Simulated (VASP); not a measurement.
```xyz
2
Lattice="0.0000 3.0579 3.0579 3.0579 0.0000 3.0579 3.0579 3.0579 0.0000" Properties=species:S:1:pos:R:3 pbc="T T T"
Pb     0.0000     0.0000     0.0000
Te     3.0579     3.0579     3.0579
```

All values below come from PBEsol GGA, VASP's PBE PAW potentials (set 64) (plane waves; VASP). Settings: 500 eV cut-off, 8×8×8 Γ-centred mesh, Gaussian smearing of 0.050 eV, potentials Pb_d Te.

Unless said otherwise, spin-orbit coupling is left out, though it shifts the bands of the heavy elements here.

### Question
What does the run give for the energy per atom (σ→0), pressure, band gap (on the k-mesh) with the smallest direct gap where there is one?

### Answer

```json
{
  "band gap (on the k-mesh)": "0.23 eV",
  "smallest direct gap (on the k-mesh)": "0.23 eV",
  "energy per atom (σ→0)": "-3.997 eV/atom",
  "pressure": "10.00 GPa"
}
```

Total energies compare only between runs with the same potentials, cut-off and functional.

The structure was generated: PbTe was put into the rock salt type (Fm-3m), which need not be its known phase. It was relaxed first under an external pressure of 10 GPa.
